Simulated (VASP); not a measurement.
An input for Quantum ESPRESSO's pw.x (written as the equivalent of a VASP run, and not itself run):

```
&CONTROL
  calculation = 'scf'
  pseudo_dir = './pseudo'
  outdir = './out'
  tprnfor = .true.
  tstress = .true.
/
&SYSTEM
  ibrav = 0
  nat = 2
  ntyp = 1
  ecutwfc = 84
  occupations = 'smearing'
  smearing = 'methfessel-paxton'
  degauss = 0.00735
  input_dft = 'pbe'
/
&ELECTRONS
  conv_thr = 7.3e-09
  electron_maxstep = 100
/
ATOMIC_SPECIES
  Mg 24.305 Mg.upf
CELL_PARAMETERS angstrom
     1.6052004   -2.7802890   -0.0000000
     1.6052004    2.7802890    0.0000000
     0.0000000   -0.0000000    5.1135470
ATOMIC_POSITIONS crystal
  Mg   0.3333330  0.6666670  0.2500000
  Mg   0.6666670  0.3333330  0.7500000
K_POINTS automatic
  12 12 8 0 0 0
```

Question: Translate this input to VASP (INCAR, KPOINTS, POSCAR, choice of POTCAR).

Answer: This is not unique; one that fits is 
INCAR:
```
! general
SYSTEM=Mg
PREC  =Accurate
ENCUT =480
LREAL =.FALSE.
LASPH =.TRUE.

! electronic loop
EDIFF =1E-7   ! SCF stop (eV)
NELM  =100
ALGO  =Normal   ! blocked Davidson

! smearing
ISMEAR=1
SIGMA =0.1

! functional
GGA   =PE   ! PBE

! ions
ISIF  =2   ! forces and stress, cell fixed

! output
LWAVE =.FALSE.
LCHARG=.FALSE.
```

**POSCAR**
```
Mg
3.2104010
  0.4999999562  -0.8660254693   0.0000000000
  0.4999999562   0.8660254693   0.0000000000
  0.0000000000   0.0000000000   1.5928063145
Mg
2
Direct
  0.3333330000   0.6666670000   0.2500000000
  0.6666670000   0.3333330000   0.7500000000
```

KPOINTS:
```
Automatic mesh
0
Gamma
12 12 8
0 0 0
```

POTCAR, in this order: Mg (PBE.64 set). Program: vasp_std.

Limits of the translation: the potentials are each code's own (VASP's PAW set, PseudoDojo norm-conserving files in pw.x), so ENCUT and ecutwfc are chosen apart and not converted; conv_thr bounds pw.x's estimated SCF error, while EDIFF bounds the energy change between steps.

The compound is Mg in the hcp structure. It was relaxed first.
